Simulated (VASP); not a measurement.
Computed with PW91 GGA, VASP's PBE PAW potentials (set 64) (plane waves; VASP).

A VASP calculation is set up with these files.

**INCAR**
```
SIGMA = 0.05   ! width (eV)
EDIFFG = -0.02
GGA = 91   ! PW91
LWAVE = F
IBRION = 2   ! conjugate gradients
SYSTEM = ZrO2
LMAXMIX = 4   ! l cut-off of mixed one-centre charges
LCHARG = F
PREC = Accurate
NSW = 60
ALGO = Normal   ! blocked Davidson
LASPH = T   ! aspherical one-centre terms
NELM = 100   ! most electronic steps
LREAL = F   ! projection in real space or not
ISIF = 3
EDIFF = 1E-6   ! SCF stop (eV)
ENCUT = 520   ! plane-wave cut-off (eV)
ISMEAR = 0
```

POSCAR:
```
ZrO2
1
    0.0000000000     2.5585937230     2.5585937230
    2.5585937230     0.0000000000     2.5585937230
    2.5585937230     2.5585937230    -0.0000000000
Zr O
1 2
Direct
  0.0000000000   0.0000000000   0.0000000000
  0.2500000000   0.2500000000   0.2500000000
  0.7500000000   0.7500000000   0.7500000000
```

**KPOINTS**
```
Regular mesh
0
G
 7 7 7
```

POTCAR, in this order: Zr_sv O (PBE.64 set). Program: vasp_std.

### Question
Estimate the energy per atom (σ→0).

### Answer

```json
{
  "energy per atom (σ→0)": "-924.6 kJ/mol of atoms"
}
```

**OSZICAR**
```
...
DAV:   8    -0.287457375541E+02    0.34705E-01   -0.18144E-01   832   0.438E+00    0.461E-01
DAV:   9    -0.287463190186E+02   -0.58146E-03   -0.14811E-02   832   0.896E-01    0.336E-01
DAV:  10    -0.287473087656E+02   -0.98975E-03   -0.48057E-03   768   0.709E-01    0.140E-01
DAV:  11    -0.287473259955E+02   -0.17230E-04   -0.16622E-03   832   0.335E-01    0.134E-01
DAV:  12    -0.287472632508E+02    0.62745E-04   -0.34908E-04   728   0.147E-01    0.481E-03
DAV:  13    -0.287472646189E+02   -0.13681E-05   -0.10914E-05   832   0.255E-02    0.287E-03
DAV:  14    -0.287472649193E+02   -0.30036E-06   -0.18144E-06   600   0.950E-03
   1 F= -.28747265E+02 E0= -.28747265E+02  d E =-.287473E+02
```

The compound is ZrO2 in the fluorite structure, the high-temperature cubic form, which is unstable at 0 K; the monoclinic form is the stable one. It was relaxed first. The start is the result of an earlier pass.
